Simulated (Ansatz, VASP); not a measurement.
One calculation of Al3Cl, two programs

```
Al Cl
1.0
     4.34010    0.00000    0.00000
     0.00000    4.34010    0.00000
     0.00000    0.00000    4.34010
Al Cl
3 1
Direct
  0.50000 0.50000 0.00000
  0.50000 0.00000 0.50000
  0.00000 0.50000 0.50000
  0.00000 0.00000 0.00000
```

Change from the starting cell: species swapped into the La3Pb type (Pm-3m, No. 221).

Alike in both runs: functional PBE; k mesh 12 × 12 × 12; occupations gaussian, width 0.1 eV; no spin polarisation.

Ansatz relaxed the structure, and its values are those at the end. VASP's run is a single point on that final structure, the one shown.

```csv
,VASP,Ansatz
version,VASP 6.6.1,Ansatz 0.2.0
potentials or method,"VASP PAW PBE potentials, release 64 (Al, Cl)","scalar-relativistic, plane waves, PAW"
plane-wave cutoff (eV),520,420
valence electrons in the cell,16,16
```

|  | VASP | Ansatz | Ansatz less VASP |
| --- | --- | --- | --- |
| gap on the k mesh at the Fermi level (eV) | none | none | - |
| pressure (GPa) | 0.0 | 0.0 | +0.01 |

A gap of «none» marks a metal or a gap that the smearing closes.
